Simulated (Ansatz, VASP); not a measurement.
# NiO2 in two plane-wave programs

One calculation is typed for both programs; each brings its own data sets. How far apart do they land? The structure shown is the end of the Ansatz relaxation below.

Calculated with Ansatz 0.2.0; plane waves, with VASP 6.6.1 beside it; single point at PBEsol.

### 1. The starting structure

The cell holds 3 atoms: 1 Ni and 2 O. Cell: a = 2.784 Å, b = 2.784 Å, c = 28.308 Å, α = 90.0°, β = 90.0°, γ = 120.0°. It derives from NiO2. Vacuum lies along c.

### 2. Ansatz: relaxation, PBEsol

Ansatz runs on its PAW soft_1 files.

This run makes the geometry at which the two programs are then compared.

Input file input.yaml:

```yaml
crystal:
  lattice:
    - [2.7835884301, 0.0, 0.0]
    - [-1.391794215, 2.4106582941, 0.0]
    - [0.0, 0.0, 28.308]
  atoms:
    - { symbol: Ni, position: [0.0, 0.0, 0.3532570298] }
    - { symbol: O, position: [0.3333333333, 0.6666666667, 0.3862273848] }
    - { symbol: O, position: [0.6666666667, 0.3333333333, 0.3202866749] }
  periodic: [true, true, false]
kpoints:
  mp_grid: { grid: [12, 12, 1] }
hamiltonian:
  xc: pbesol
  pseudopotentials: { kind: paw, azcp: { folder: soft_1 }, xc_functional: pbe }
scf:
  occupations: { method: gaussian, width: 0.02 }
output:
  forces: true
  stress: true
  eigenvalues: true
relax:
  adjacent_minimum: "off"
  f_tol: 0.005
  max_steps: 80
  cell: { stress_2d_tol: 0.02 }
```

Run with:

```bash
$ ansatz run input.yaml --threads 8 --pin off --max-ram 16384MiB --backend cpu --events-out ev --progress --plain --runs-dir out
```

Numbers of over 12 decimals in the logs are rounded to 6 here.

The program printed:

```text
Engine: ansatz 0.2.0, aarch64-unknown-linux-gnu
Pseudopotentials: kind: paw
Pseudopotential: Ni, paw, valence charge 18, recommended cutoff 420 eV (normal), soft_1/Ni.paw.azcp
Pseudopotential: O, paw, valence charge 6, recommended cutoff 420 eV (normal), soft_1/O.paw.azcp
Functional definition: PBEsol
  exchange = pbesol_x
  correlation = pbesol_c
Crystal: 3 atoms, lattice volume = 189.955 Å³
Basis set: ecut = 420 eV, 3755 PW (Γ), exchange–correlation on 40×40×384 points (8 copies of the dense FFT grid, shifted against one another)
Bands: 19, of which v1, the nominal top of the filled ones, is band 15 counted from 1 (14 counted from 0)
Symmetry: 12 space group operations
Space group: P-3m1 (ITA 164), of the structure as read, at distance tolerance 5.7e-5 Å
k-points: 19 of 144
Non-local potential: Ni, projectors of the file, l = 0: 3, l = 1: 2, l = 2: 3, l = 3: 1
Non-local potential: O, projectors of the file, l = 0: 2, l = 1: 2, l = 2: 1
PAW form: soft (Blöchl's): semilocal exchange-correlation on the pseudo side does not see the compensation charge
PAW frozen core: Ni, regenerated for the run's functional, and the local potential with it (the file was generated under x = pbe(κ = 0.804, μ = 0.219515), c = pbe(β = 0.066725))
PAW frozen core: O, regenerated for the run's functional, and the local potential with it (the file was generated under x = pbe(κ = 0.804, μ = 0.219515), c = pbe(β = 0.066725))
PAW one-centre angular grid: Ni, 590 points (default); XC on 64 Gauss nodes
PAW one-centre angular grid: O, 110 points (default); XC on 64 Gauss nodes
Initial density: superposition of atomic densities (neutral atoms: chi_scale 0, normalization atom)
Initial wavefunctions: pseudopotential atomic-orbital guess
Functional: x = pbesol(κ = 0.804, μ = 0.123457), c = pbesol(β = 0.046)
SCF iter   1: F=—  HF=-6925.276884 eV  |F-HF|=—  |Δ(HF+E_count)|=         —  Δρ=8.93e-2  dr2=1.06e1  ethr=3.10e-3  ⟨swp⟩=12.2  Hψ=2770  notcnv=0
preconditioner: auto → Resta (q_TF=auto, 2.006 Å⁻¹)  ε∞=2.0  [insulator: Δε(μ)=1.415 eV  Ē_g=12.617 eV  σ=0.020 eV  W_gap=1.00  n_scr=18 (ndim 8)  ℏωp=12.6 eV  f_vac=0.822  D(μ)=0.00/eV (n_scr^D=0)  ε∞_Penn≈2.0  vacuum switching on, ρ_ref=1.2e-2 e/Å³]
SCF iter   2: F=—  HF=-6930.231462 eV  |F-HF|=—  |Δ(HF+E_count)|=    4.95e0  Δρ=1.89e-1  dr2=4.78e1  ethr=3.10e-3  ⟨swp⟩=5.9  Hψ=1384  notcnv=0  recentre
SCF iter   3: F=—  HF=-6924.003874 eV  |F-HF|=—  |Δ(HF+E_count)|=    6.23e0  Δρ=3.13e-2  dr2=1.01e0  ethr=3.10e-3  ⟨swp⟩=5.1  Hψ=1251  notcnv=0
SCF iter   4: F=—  HF=-6923.842238 eV  |F-HF|=—  |Δ(HF+E_count)|=   1.62e-1  Δρ=5.73e-3  dr2=2.43e-2  ethr=3.10e-3  ⟨swp⟩=2.5  Hψ=626  notcnv=0
SCF iter   5: F=—  HF=-6923.842035 eV  |F-HF|=—  |Δ(HF+E_count)|=   2.02e-4  Δρ=2.63e-3  dr2=8.57e-3  ethr=8.11e-5  ⟨swp⟩=4.9  Hψ=1045  notcnv=0
SCF iter   6: F=—  HF=-6923.841597 eV  |F-HF|=—  |Δ(HF+E_count)|=   4.38e-4  Δρ=5.19e-4  dr2=3.62e-4  ethr=2.86e-5  ⟨swp⟩=3.5  Hψ=679  notcnv=0
SCF iter   7: F=—  HF=-6923.841701 eV  |F-HF|=—  |Δ(HF+E_count)|=   1.04e-4  Δρ=1.40e-4  dr2=1.85e-5  ethr=1.21e-6  ⟨swp⟩=3.5  Hψ=821  notcnv=0
SCF iter   8: F=—  HF=-6923.841801 eV  |F-HF|=—  |Δ(HF+E_count)|=   9.98e-5  Δρ=6.32e-5  dr2=5.29e-6  ethr=6.18e-8  ⟨swp⟩=3.3  Hψ=781  notcnv=0
SCF iter   9: F=—  HF=-6923.841801 eV  |F-HF|=—  |Δ(HF+E_count)|=   2.75e-7  Δρ=3.02e-5  dr2=1.16e-6  ethr=1.76e-8  ⟨swp⟩=1.7  Hψ=455  notcnv=0
SCF iter  10: F=-6923.841801 eV  HF=-6923.841801 eV  |F-HF|=4.28e-9  |Δ(HF+E_count)|=   2.94e-8  Δρ=2.95e-6  dr2=6.55e-9  ethr=3.33e-10  ⟨swp⟩=10.9  Hψ=2578  notcnv=0
SCF 1 converged in 10 iterations: F = -6923.841801 eV  dr2 = 6.55e-9
  greatest PAW one-centre occupation: 1.000 electrons in one spin orbital (limit 2), on the Ni atom at site 0 (counted from 0), in its partial waves of l = 0
relax step   1: F+E_penalty+E_count = -6923.84180091 eV  Δ(F+E_penalty+E_count) = +0.000e0 eV  max|allowed force component| = 1.528e-4 eV/Å  Δτ_max = 0.0000 Å  P = -0.006 N/m  Ω = 189.955 Å³  fix = [c, alpha, beta]  reactions: c -0.000 N/m  (10 SCF iters, dr2 threshold 1.00e-7 eV, accepted)
Initial density: handed on by an earlier stage of this run
Initial wavefunctions: pseudopotential atomic-orbital guess (no wavefunctions were taken with the density)
iter 1 solved again at ethr=1.74e-7 eV; its pass at ethr=3.10e-3 eV (dr2=5.23e-5 eV) is discarded
SCF iter   1: F=—  HF=-6923.841729 eV  |F-HF|=—  |Δ(HF+E_count)|=         —  Δρ=2.62e-6  dr2=5.07e-9  ethr=1.74e-7  ⟨swp⟩=5.5  Hψ=4486  notcnv=0
eigensolver tolerance schedule: the retry pair's looser diagonalisation over-reported the residual by 10315.71 of it (diagonalisation noise at 1.38 of the residual, at the tolerance the schedule requests for it); recorded, not acted on — ethr = c·dr2/N_el stays at c = 1.0e-1
preconditioner: auto → Resta (q_TF=auto, 2.006 Å⁻¹)  ε∞=2.1  [insulator: Δε(μ)=1.303 eV  Ē_g=12.067 eV  σ=0.020 eV  W_gap=1.00  n_scr=18 (ndim 8)  ℏωp=12.6 eV  f_vac=0.832  D(μ)=0.00/eV (n_scr^D=0)  ε∞_Penn≈2.1  vacuum switching on, ρ_ref=1.1e-2 e/Å³]
SCF iter   2: F=—  HF=-6923.841801 eV  |F-HF|=—  |Δ(HF+E_count)|=   7.14e-5  Δρ=1.85e-6  dr2=5.58e-9  ethr=1.69e-11  ⟨swp⟩=5.4  Hψ=1302  notcnv=0
SCF iter   3: F=—  HF=-6923.841801 eV  |F-HF|=—  |Δ(HF+E_count)|=   1.59e-9  Δρ=3.56e-6  dr2=1.52e-8  ethr=1.69e-11  ⟨swp⟩=3.3  Hψ=777  notcnv=0  recentre
SCF iter   4: F=—  HF=-6923.841801 eV  |F-HF|=—  |Δ(HF+E_count)|=  8.03e-10  Δρ=5.13e-7  dr2=2.44e-10  ethr=1.69e-11  ⟨swp⟩=3.2  Hψ=692  notcnv=0
SCF iter   5: F=—  HF=-6923.841801 eV  |F-HF|=—  |Δ(HF+E_count)|=  4.27e-11  Δρ=1.48e-7  dr2=3.27e-11  ethr=1.00e-12  ⟨swp⟩=3.3  Hψ=721  notcnv=0
SCF iter   6: F=—  HF=-6923.841801 eV  |F-HF|=—  |Δ(HF+E_count)|=  3.27e-11  Δρ=4.58e-8  dr2=4.40e-12  ethr=1.00e-12  ⟨swp⟩=1.1  Hψ=363  notcnv=0
SCF iter   7: F=-6923.841801 eV  HF=-6923.841801 eV  |F-HF|=6.37e-12  |Δ(HF+E_count)|=  6.28e-11  Δρ=2.71e-8  dr2=7.37e-13  ethr=1.00e-12  ⟨swp⟩=11.3  Hψ=2423  notcnv=0
SCF 2 converged in 7 iterations: F = -6923.841801 eV  dr2 = 7.37e-13
relax step   2: F+E_penalty+E_count = -6923.84180091 eV  Δ(F+E_penalty+E_count) = -1.393e-9 eV  max|allowed force component| = 1.432e-4 eV/Å  Δτ_max = 0.0000 Å  P = -0.006 N/m  Ω = 189.955 Å³  fix = [c, alpha, beta]  reactions: c -0.000 N/m  stress off target by 6.24e-3 N/m on what of the cell is left free  SCF on the basis re-selected at this cell (its energy is not comparable with the rows above)  (7 SCF iters)
basis re-selected at this cell: Δ(F+E_penalty+E_count) = -1.393e-9 eV, ΔP = +0.000 N/m vs the last step (what re-selecting the basis moved, of the pressure what is left beyond the Pulay correction that the steps carried, after the strain that the cell walked since its last selection, with what the two solves' SCF thresholds leave and, on support functions, any second-order correction that the steps lacked; it is no m [...]
SCF converged after 7 iterations
Free energy (F): -6923.841801 eV
Harris-Foulkes:  -6923.841801 eV  (|F-HF|=6.37e-12)
Internal energy: -6923.841801 eV  (E = F + TS)
E sigma→0 (E₀):  -6923.841801 eV
Fermi energy:    -7.401820 eV
--- Per-component energies (eV) ---
  E_band       = -960.221466
  E_kinetic    = 668.377314
  E_local      = -79661.915889  (includes V_loc(G=0)·N_el)
  E_nonlocal   = -14.199838
  E_hartree    = 39517.006763
  E_xc         = -252.408699
  E_vxc        = -325.218332  (∫ρ·V_xc dr)
  E_paw        = -1923.521219  (= ΣΔE_a)
  E_vpaw       = -661.280358  (= ΣTr[D̂ρ^β])
  E_aug_tail   = 0.002203  (compensation charges beyond the density's cutoff)
  E_ewald      = 34742.549699
  E_core_change = 0.267865  (= ΣΔE_core)
  E_smearing   = -0.000000  (= −TS)
  E_closure    = 0.000000  (closes the sum)
  Σ components = -6923.841801   (vs F -6923.841801, Δ=0.00e0)
--- Forces (eV/Å), atoms counted from 1 ---
  atom   1  Ni     0.00000000     0.00000000     0.00000000
  atom   2  O     -0.00000000    -0.00000000    -0.00014315
  atom   3  O      0.00000000     0.00000000     0.00014315
  max |Σ_I F_I| component: 9.25e-18 eV/Å
--- 2D stress c σ (N/m, compression-positive) ---
       -0.006241      -0.000000       0.000000
       -0.000000      -0.006241      -0.000000
        0.000000       0.000000       0.000000
  P = ½ c Tr σ = -0.0062 N/m
--- Band table (eV; the first three rows and the last of 19) ---
  k-point 0: bands = [... 11 lower, -9.3850, -9.0460, -9.0460, -8.1246, -5.5946, -5.5946, -0.6930, -0.2642]
  k-point 1: bands = [... 11 lower, -9.2444, -9.1408, -8.8937, -8.0645, -5.8370, -5.6516, -0.4656, -0.0923]
  k-point 2: bands = [... 11 lower, -9.3366, -8.8410, -8.7102, -8.0735, -6.3869, -5.7687, 0.1525, 0.4145]
  k-point 18: bands = [... 11 lower, -10.8440, -9.7452, -8.6793, -8.6793, -6.3877, -6.3877, 6.5017, 6.6217]
--- Relaxed structure (1 steps of the walk, 1 accepted, 1 SCFs on fresh bases) ---
  F+E_penalty+E_count = -6923.84180091 eV   max|allowed force component| = 1.432e-4 eV/Å   (the final SCF, on the basis selected at the relaxed cell)
  cell:  # Å, volume = 189.9546 Å³
    - [2.783588, -2.8867495460009696e-11, 0.0]
    - [-1.391794, 2.410658, 0.0]
    - [0.0, 0.0, 28.308]
  atoms:
    - { symbol: Ni, position: [0.0, 0.0, 0.353257] }
    - { symbol: O, position: [0.333333, 0.666667, 0.386227] }
    - { symbol: O, position: [0.666667, 0.333333, 0.320287] }
```

The column dr2 measures how far the density is from self-consistency, as an energy; F and HF (Harris–Foulkes) agree once it is small.

### 3. VASP: single point, PBEsol

The same cell, functional, mesh and smearing now go to VASP, with its own data sets.

Lines of VASP's logs that name or quote its potential files are left out, and so is its time.

Input file INCAR:

```
SYSTEM = NiO2
PREC = Accurate
ENCUT = 520
EDIFF = 1E-06
NELM = 120
ISMEAR = 0
SIGMA = 0.02
LREAL = .FALSE.
ALGO = Normal
GGA = PS
NBANDS = 17
LASPH = .TRUE.
LORBIT = 11
LWAVE = .FALSE.
LCHARG = .FALSE.
ISIF = 2
LDIPOL = .TRUE.
IDIPOL = 3
DIPOL = 0.5 0.5 0.353
LVHAR = .TRUE.
GGA_COMPAT = .FALSE.
EFERMI = MIDGAP
NELMDL = -8
```

Input file POSCAR:

```
NiO2
1.0
    2.7835884301      0.0000000000      0.0000000000
   -1.3917942150      2.4106582941      0.0000000000
    0.0000000000      0.0000000000     28.3080000000
Ni O
1 2
Direct
    0.0000000000      0.0000000000      0.3532570298
    0.3333333333      0.6666666667      0.3862273847
    0.6666666667      0.3333333333      0.3202866748
```

Input file KPOINTS:

```
Automatic mesh
0
Gamma
12 12 1
0 0 0
```

Potentials, in the order of the species: Ni and O (PBE family, release 64).

Run with:

```bash
$ mpirun -np 1 vasp_std
```

The program printed:

```text
[banner, memory and clock lines left out]
running    1 mpi-ranks, on    1 nodes
 distrk:  each k-point on    1 cores,    1 groups
 distr:  one band on    1 cores,    1 groups

 POSCAR found type information on POSCAR NiO
 POSCAR found :  2 types and       3 ions
|                                                                             |
|               ----> ADVICE to this user running VASP <----                  |
|                                                                             |
|     You enforced a specific xc type in the INCAR file but a different       |
|     [... a line on the potential file left out ...]
|     I HOPE YOU KNOW WHAT YOU ARE DOING!                                     |
|                                                                             |

 LDA part: xc-table for (Slater+PW92), standard interpolation
 POSCAR, INCAR and KPOINTS ok, starting setup
 FFT: planning ... GRIDC
 FFT: planning ... GRID_SOFT
 FFT: planning ... GRID
 WAVECAR not read
 entering main loop
       N       E                     dE             d eps       ncg     rms          rms(c)
DAV:   1     0.200619466675E+03    0.20062E+03   -0.86841E+03   646   0.101E+03
DAV:   2     0.460558271915E+01   -0.19601E+03   -0.18369E+03   940   0.253E+02
DAV:   3    -0.257519290210E+02   -0.30358E+02   -0.30107E+02   689   0.123E+02
DAV:   4    -0.264326356947E+02   -0.68071E+00   -0.68022E+00   825   0.243E+01
DAV:   5    -0.264468651829E+02   -0.14229E-01   -0.14229E-01   858   0.280E+00
DAV:   6    -0.264471083142E+02   -0.24313E-03   -0.24312E-03   858   0.378E-01
DAV:   7    -0.264471201928E+02   -0.11879E-04   -0.11878E-04   914   0.657E-02
DAV:   8    -0.264471204493E+02   -0.25650E-06   -0.25649E-06   701   0.860E-03    0.281E+01
DAV:   9    -0.320201154152E+02   -0.55730E+01   -0.71372E+01   808   0.181E+02    0.461E+01
DAV:  10    -0.211137980918E+02    0.10906E+02   -0.13463E+01   828   0.804E+01    0.179E+01
DAV:  11    -0.189968348831E+02    0.21170E+01   -0.12834E+01   942   0.900E+01    0.773E+00
DAV:  12    -0.191145448765E+02   -0.11771E+00   -0.31320E+00   945   0.491E+01    0.562E+00
DAV:  13    -0.187769806963E+02    0.33756E+00   -0.83100E-01   830   0.232E+01    0.148E+00
DAV:  14    -0.187652373659E+02    0.11743E-01   -0.97767E-02   959   0.375E+00    0.925E-01
[...]
DAV:  20    -0.187575977353E+02   -0.11448E-04   -0.24552E-06   672   0.247E-02    0.782E-03
DAV:  21    -0.187576095887E+02   -0.11853E-04   -0.32943E-06   749   0.494E-02    0.931E-03
DAV:  22    -0.187576249804E+02   -0.15392E-04   -0.16949E-06   623   0.165E-02    0.390E-03
DAV:  23    -0.187576271499E+02   -0.21695E-05   -0.40165E-07   724   0.105E-02    0.528E-03
DAV:  24    -0.187576290317E+02   -0.18818E-05   -0.13041E-07   667   0.730E-03    0.323E-03
DAV:  25    -0.187576313786E+02   -0.23469E-05   -0.69795E-08   673   0.553E-03    0.703E-04
DAV:  26    -0.187576328820E+02   -0.15035E-05   -0.49997E-08   721   0.328E-03    0.455E-04
DAV:  27    -0.187576334814E+02   -0.59939E-06   -0.24443E-08   685   0.136E-03
   1 F= -.18757633E+02 E0= -.18757633E+02  d E =0.000000E+00
```

(Continued in part 2 of 2.)

[Lines on the potential files, build, host, timing and source positions are cut from VASP's logs without a mark.]

[Logs are printed without paths, hosts, clocks, repeated set-up lines and the standing remarks that a program may print on its own settings, such as how far it seeks lower states.]

[Hosts, paths, dates, database ids (printed as entryN), source tags and the programs' standing remarks are cut or masked in the printed files.]
